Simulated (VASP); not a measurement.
Input:

```
CELL_PARAMETERS angstrom
      0.00000     2.82900     2.82900
      2.82900     0.00000     2.82900
      2.82900     2.82900     0.00000
ATOMIC_POSITIONS crystal
  Ge 0.00000 0.00000 0.00000
  Ge 0.25000 0.25000 0.25000
```

The numbers are results of vdW-DF-cx, VASP's PBE PAW potentials (set 64) (plane waves; VASP), not measurements. Settings: 520 eV cut-off, 7×7×7 Γ-centred mesh, Gaussian smearing of 0.050 eV, potentials Ge_d.

Problem. The ions, cell shape and volume are relaxed. What does this cell relax into?

Solution. 
```
CELL_PARAMETERS angstrom
      0.00000     2.84145     2.84145
      2.84145     0.00000     2.84145
      2.84145     2.84145     0.00000
ATOMIC_POSITIONS crystal
  Ge 0.00000 0.00000 0.00000
  Ge 0.25000 0.25000 0.25000
```
Space group Fd-3m (227), at a tolerance of 0.03 Å.

Problem. How do energy and volume change from the first to the last step?

Solution. The energy (σ→0) changes by -0.8 meV/atom and the volume by +1.3 %, in 3 ionic steps.

The compound is Ge in the diamond structure. This run relaxes it. Symmetry was kept, so distortions that lower it aren't found.
